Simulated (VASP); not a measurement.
A VASP calculation is set up with these files.

File KPOINTS:
```
Automatic
0
G
12 12 12
0 0 0
```

**POSCAR**
```
Sn
1.0
 -2.9150000000   2.9150000000   1.5900000000
  2.9150000000  -2.9150000000   1.5900000000
  2.9150000000   2.9150000000  -1.5900000000
Sn
2
Cart
  2.9150000000   0.0000000000   0.7950000000
  0.0000000000   0.0000000000   0.0000000000
```

INCAR:
```
SYSTEM = Sn
PREC = Accurate
ENCUT = 480
EDIFF = 1E-6
NELM = 100
ALGO = Normal
LREAL = .FALSE.
LASPH = .TRUE.
ISMEAR = 1
SIGMA = 0.1
GGA = PE
LMAXMIX = 4
LWAVE = .FALSE.
LCHARG = .FALSE.
IBRION = 2
ISIF = 3
NSW = 60
EDIFFG = -0.01
```

POTCAR, in this order: Sn (PBE.64 set). Program: vasp_std.

**Question.** Write an equivalent input for Ansatz.

**Answer.** One equivalent input (not run):
Ansatz 0.2 input:
```yaml
crystal:
  lattice:
    - [-2.9150000, 2.9150000, 1.5900000]
    - [2.9150000, -2.9150000, 1.5900000]
    - [2.9150000, 2.9150000, -1.5900000]
  atoms:
    - { symbol: Sn, position: [0.2500000, 0.7500000, 0.5000000] }
    - { symbol: Sn, position: [0.0000000, 0.0000000, 0.0000000] }
kpoints:
  mp_grid: { grid: [12, 12, 12] }
hamiltonian:
  xc: pbe
  pseudopotentials: { kind: paw }
scf:
  occupations: { method: methfessel_paxton, width: 0.1 }
  max_iter: 100
relax:
  max_steps: 60
  f_tol: 0.01
  cell: {}
output: { forces: true, stress: true, eigenvalues: true }
```
Limits of the translation: each code has its own PAW files, so the cut-off isn't converted (ENCUT is set for VASP's; basis.ecutwfc is left out, and Ansatz then takes the one that its files recommend); Ansatz stops its SCF on the density residual and VASP on the energy change (EDIFF).

The compound is Sn in the beta structure. This run relaxes it. Symmetry was kept, so distortions that lower it aren't found.
